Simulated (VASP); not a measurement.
Input:

```
SnSe2
1.0
    1.94056    -3.36114     0.00000
    1.94056     3.36114     0.00000
    0.00000     0.00000     6.71528
Sn Se
1 2
Direct
  0.00000   0.00000   0.00000
  0.33333   0.66667   0.23735
  0.66667   0.33333   0.76265
```

Calculation: PW91 GGA, VASP's PBE PAW potentials (set 64) (plane waves; VASP 6.6.1). Numerical set-up: 520 eV cut-off, 7×7×4 Γ-centred mesh, tetrahedra with Blöchl corrections, potentials Sn_d Se.

The cores are frozen, which limits the accuracy of field gradients. Without a dispersion term in the relaxation, distances and binding between the weakly bound layers, chains or molecules are unreliable, and so is what depends on them.

Task: Give the principal components of the electric field gradient (V/Å²) and the asymmetry η at each nucleus.

Result: 
| atom | Vxx | Vyy | Vzz | η |
|---|---|---|---|---|
| Sn1 | -0.2 | -0.2 | 0.4 | - |
| Se2 | 38.7 | 38.7 | -77.4 | 0.00 |
| Se3 | 38.7 | 38.7 | -77.4 | 0.00 |

The compound is SnSe2 in the 1T layered structure. It was relaxed first, which changed the volume by +13 %.
